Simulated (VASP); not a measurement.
Shape and ions are relaxed at each volume.

Given:

AlTi is modelled in the tetragonal space group P4/mmm (No. 123), Pearson symbol tP2. Conventional cell: a = b = 2.8110 Å, c = 4.0348 Å, α = β = γ = 90.00°. Ti on 1a sees 4 Ti at 2.811 Å and 8 Al at 2.832 Å (cuboctahedral). Al on 1d is coordinated by 4 Al at 2.811 Å and 8 Ti at 2.832 Å (cuboctahedral). (Neighbours: up to the widest gap in distance over summed covalent radii, below 1.35, at either atom.)

All values below come from revTPSS meta-GGA, VASP's PBE PAW potentials (set 64) (plane waves; VASP 6.6.1). Run with 520 eV cut-off, 13×13×9 Γ-centred mesh, first-order Methfessel-Paxton smearing of 0.10 eV, potentials Ti_sv Al.

Question: Give the energy at these volumes per atom, relative to the lowest: 14.90, 15.38, 15.85, 16.33, 16.81 Å³.

Answer: 28.2, 7.7, 0.0, 3.3, 16.0 meV/atom. A third-order Birch-Murnaghan fit gives B0 = 121 GPa and B0′ = 3.9.

The compound is TiAl in the L1_0 structure. It was relaxed first.
